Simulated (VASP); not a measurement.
These are optB88-vdW, VASP's PBE PAW potentials (set 64) (plane waves; VASP 6.6.1) values and carry that method's errors.

VASP input:

### POSCAR
```
La2O3
1
    1.9696642784    -3.4115585132    -0.0000000000
    1.9696642784     3.4115585132     0.0000000000
   -0.0000000000    -0.0000000000     6.1178441380
La O
2 3
Direct
  0.3333330000   0.6666670000   0.2455392232
  0.6666670000   0.3333330000   0.7544607768
  0.0000000000   0.0000000000   1.0000000000
  0.3333330000   0.6666670000   0.6462670882
  0.6666670000   0.3333330000   0.3537329118
```

INCAR:
```
SYSTEM = La2O3
PREC = Accurate; ENCUT = 520; LREAL = F
LASPH = T
EDIFF = 1E-6; NELM = 100; ALGO = Normal
LMAXMIX = 6
ISMEAR = 0; SIGMA = 0.05
GGA = BO; LUSE_VDW = T; AGGAC = 0.0
PARAM1 = 0.1833333333; PARAM2 = 0.22
IBRION = 2; NSW = 60; ISIF = 3
EDIFFG = -0.02
LWAVE = F; LCHARG = F
```

KPOINTS:
```
K-points
0
Gamma
6 6 4
0 0 0
```

POTCAR, in this order: La O (PBE.64 set). Program: vasp_std.

What VASP printed:

File OUTCAR:
```
 ion  position               nearest neighbor table
   1  0.333  0.667  0.246-   5 2.37   5 2.37   5 2.37   4 2.45   3 2.73   3 2.73   3 2.73
   2  0.667  0.333  0.754-   4 2.37   4 2.37   4 2.37   5 2.45   3 2.73   3 2.73   3 2.73
   3  0.000  0.000  0.000-   1 2.73   2 2.73   2 2.73   1 2.73   2 2.73   1 2.73
   4  0.333  0.667  0.646-   2 2.37   2 2.37   2 2.37   1 2.45
   5  0.667  0.333  0.354-   1 2.37   1 2.37   1 2.37   2 2.45
  LATTYP: Found a hexagonal cell.
 ALAT       =     3.9393284781
 C/A-ratio  =     1.5530170109
 Subroutine PRICEL returns:
 Original cell was already a primitive cell.
 Subroutine GETGRP returns: Found 12 space group operations
The static configuration has the point symmetry D_3d.
The dynamic configuration has the point symmetry D_3d.
 Subroutine INISYM returns: Found 12 space group operations
 Subroutine IBZKPT returns following result:
 Found     24 irreducible k-points:

 Following reciprocal coordinates:
            Coordinates               Weight
  0.000000  0.000000  0.000000      1.000000
  0.166667  0.000000  0.000000      6.000000
  0.333333  0.000000  0.000000      6.000000
  0.500000  0.000000  0.000000      3.000000
  0.166667  0.166667  0.000000      6.000000
  0.333333  0.166667  0.000000     12.000000
  0.333333  0.333333  0.000000      2.000000
  0.000000  0.000000  0.250000      2.000000
  0.166667  0.000000  0.250000      6.000000
  0.000000  0.166667  0.250000      6.000000
  0.333333  0.000000  0.250000      6.000000
  0.000000  0.333333  0.250000      6.000000
  0.500000  0.000000  0.250000      6.000000
  0.166667  0.166667  0.250000     12.000000
  0.333333  0.166667  0.250000     12.000000
 -0.166667  0.500000  0.250000     12.000000
  0.333333  0.333333  0.250000      4.000000
  0.000000  0.000000  0.500000      1.000000
  0.166667  0.000000  0.500000      6.000000
  0.333333  0.000000  0.500000      6.000000
  0.500000  0.000000  0.500000      3.000000
  0.166667  0.166667  0.500000      6.000000
  0.333333  0.166667  0.500000     12.000000
  0.333333  0.333333  0.500000      2.000000
   k-points           NKPTS =     24   k-points in BZ     NKDIM =     24   number of bands    NBANDS=     24
   number of dos      NEDOS =    301   number of ions     NIONS =      5
   total plane-waves  NPLWV =  43200
   dimension x,y,z NGX =    30 NGY =   30 NGZ =   48
   dimension x,y,z NGXF=    60 NGYF=   60 NGZF=   96
   ions per type =               2   3
   PREC   = accura    normal or accurate (medium, high low for compatibility)
   ISTART =      0    job   : 0-new  1-cont  2-samecut
   ICHARG =      2    charge: 1-file 2-atom 10-const
   ISPIN  =      1    spin polarized calculation?
   LNONCOLLINEAR =      F non collinear calculations
   LSORBIT =      F    spin-orbit coupling
   INIWAV =      1    electr: 0-lowe 1-rand  2-diag
   ENCUT  =  520.0 eV  38.22 Ry    6.18 a.u.   7.32  7.32 11.38*2*pi/ulx,y,z
   NELM   =    100;   NELMIN=  2; NELMDL= -5     # of ELM steps
   EDIFF  = 0.1E-05   stopping-criterion for ELM
   LREAL  =      F    real-space projection
   NLSPLINE    = F    spline interpolate recip. space projectors
   LMAXMIX     =    6 max onsite mixed and CHGCAR
   VOSKOWN=      0    Vosko Wilk Nusair interpolation
   EDIFFG = -.2E-01   stopping-criterion for IOM
   NSW    =     60    number of steps for IOM
   NBLOCK =      1;   KBLOCK =     60    inner block; outer block
   IBRION =      2    ionic relax: 0-MD 1-quasi-New 2-CG
   NFREE  =      1    steps in history (QN), initial steepest desc. (CG)
   ISIF   =      3    stress and relaxation
   ISYM   =      2    0-nonsym 1-usesym 2-fastsym
   TEIN   =    0.0    initial temperature
   TEBEG  =    0.0;   TEEND  =   0.0 temperature during run
   SMASS  =  -3.00    Nose mass-parameter (am)
   PSTRESS=    0.0 pullay stress
...
```

### OSZICAR
```
       N       E                     dE             d eps       ncg     rms          rms(c)
DAV:   1     0.488830536323E+03    0.48883E+03   -0.15819E+04  1160   0.257E+03
DAV:   2     0.107528137732E+03   -0.38130E+03   -0.37567E+03  1672   0.406E+02
DAV:   3    -0.199412491013E+02   -0.12747E+03   -0.12562E+03  2112   0.223E+02
DAV:   4    -0.387226313850E+02   -0.18781E+02   -0.18773E+02  2008   0.949E+01
DAV:   5    -0.396773203980E+02   -0.95469E+00   -0.95443E+00  2104   0.255E+01    0.158E+01
DAV:   6    -0.333304850898E+02    0.63468E+01   -0.58415E+01  1736   0.459E+01    0.787E+00
DAV:   7    -0.332525846704E+02    0.77900E-01   -0.62818E+00  2176   0.267E+01    0.360E+00
DAV:   8    -0.332352948926E+02    0.17290E-01   -0.52101E-01  1968   0.647E+00    0.134E+00
DAV:   9    -0.332298189034E+02    0.54760E-02   -0.82647E-02  2128   0.256E+00    0.396E-01
DAV:  10    -0.332313066427E+02   -0.14877E-02   -0.40604E-02  1936   0.145E+00    0.223E-01
DAV:  11    -0.332312842924E+02    0.22350E-04   -0.16349E-02  2072   0.959E-01    0.137E-01
DAV:  12    -0.332311775022E+02    0.10679E-03   -0.30350E-03  2000   0.422E-01    0.557E-02
DAV:  13    -0.332312666932E+02   -0.89191E-04   -0.15111E-03  2032   0.319E-01    0.345E-02
DAV:  14    -0.332313811517E+02   -0.11446E-03   -0.35940E-04  2248   0.139E-01    0.545E-02
DAV:  15    -0.332311930324E+02    0.18812E-03   -0.11031E-03  1920   0.300E-01    0.180E-02
DAV:  16    -0.332312048383E+02   -0.11806E-04   -0.23702E-04  2296   0.945E-02    0.750E-03
DAV:  17    -0.332312054018E+02   -0.56348E-06   -0.85469E-06  1840   0.234E-02
   1 F= -.33231205E+02 E0= -.33231205E+02  d E =-.332312E+02
```

File OUTCAR:
```
------------------------ aborting loop because EDIFF is reached ----------------------------------------
  FORCE on cell =-STRESS in cart. coord.  units (eV):
  Direction    XX          YY          ZZ          XY          YZ          ZX
  --------------------------------------------------------------------------------------
  Total       -0.0243550     -0.0243550      0.0904129     -0.0000000      0.0000000     -0.0000000
  in kB       -0.4745972     -0.4745972      1.7618447     -0.0000000      0.0000000     -0.0000000
  external PRESSURE =       0.2708835 kB  Pullay stress =       0.0000000 kB
  volume of cell :       82.22
      direct lattice vectors                 reciprocal lattice vectors
     1.969664278 -3.411558513  0.000000000     0.253850367 -0.146560582  0.000000000
     1.969664278  3.411558513  0.000000000     0.253850367  0.146560582  0.000000000
     0.000000000  0.000000000  6.117844138     0.000000000  0.000000000  0.163456273
 POSITION                                       TOTAL-FORCE (eV/Angst)
 -----------------------------------------------------------------------------------
      1.96966      1.13719      1.50217        -0.000000     -0.000000      0.006760
      1.96966     -1.13719      4.61567        -0.000000      0.000000     -0.006760
      0.00000      0.00000      0.00000        -0.000000      0.000000      0.000000
      1.96966      1.13719      3.95376        -0.000000      0.000000      0.011033
      1.96966     -1.13719      2.16408         0.000000     -0.000000     -0.011033
 -----------------------------------------------------------------------------------
    total drift:                               -0.000000      0.000000      0.000000
  FREE ENERGIE OF THE ION-ELECTRON SYSTEM (eV)
  ---------------------------------------------------
  free  energy   TOTEN  =       -33.2312054018 eV

  energy  without entropy=      -33.2312054018  energy(sigma->0) =      -33.23120540

 reached required accuracy - stopping structural energy minimisation
```
(Selected blocks of OUTCAR.)

### OUTCAR
```
 val. band max:        5.7429375279   @ k =   0.5000   0.0000   0.5000

 cond. band min:       9.5982583172   @ k =   0.3333   0.3333   0.0000


 Fermi energy:         6.0194060518

 k-point     1 :       0.0000    0.0000    0.0000
  band No.  band energies     occupation
      1     -24.1170      2.00000
      2     -23.8845      2.00000
      3     -11.0737      2.00000
      4      -9.8077      2.00000
      5      -9.4045      2.00000
      6      -7.5285      2.00000
      7      -7.5285      2.00000
      8      -7.3036      2.00000
      9      -7.3035      2.00000
     10      -7.2182      2.00000
     11      -6.4526      2.00000
     12       3.4263      2.00000
     13       3.4263      2.00000
     14       3.6210      2.00000
     15       3.6210      2.00000
     16       3.7260      2.00000
     17       4.1199      2.00000
     18       5.3675      2.00000
     19       5.3675      2.00000
     20       5.6378      2.00000
     21       9.9796      0.00000
     22      10.3201      0.00000
     23      10.3201      0.00000
     24      10.9338      0.00000

 k-point     2 :       0.1667    0.0000    0.0000
  band No.  band energies     occupation
      1     -24.0732      2.00000
      2     -23.8674      2.00000
      3     -11.0783      2.00000
      4     -10.2716      2.00000
      5      -9.7117      2.00000
      6      -7.6294      2.00000
      7      -7.3371      2.00000
      8      -7.2889      2.00000
      9      -7.2257      2.00000
     10      -7.0456      2.00000
     11      -6.3783      2.00000
     12       3.3206      2.00000
     13       3.6547      2.00000
     14       3.7534      2.00000
     15       3.8257      2.00000
     16       3.8307      2.00000
     17       4.6644      2.00000
     18       5.0210      2.00000
     19       5.3555      2.00000
     20       5.5577      2.00000
     21      10.0903      0.00000
     22      10.3281      0.00000
     23      10.4781      0.00000
     24      10.9050      0.00000
...
```

The compound is La2O3 in the a-type structure. It was relaxed first. The start is the result of an earlier pass.
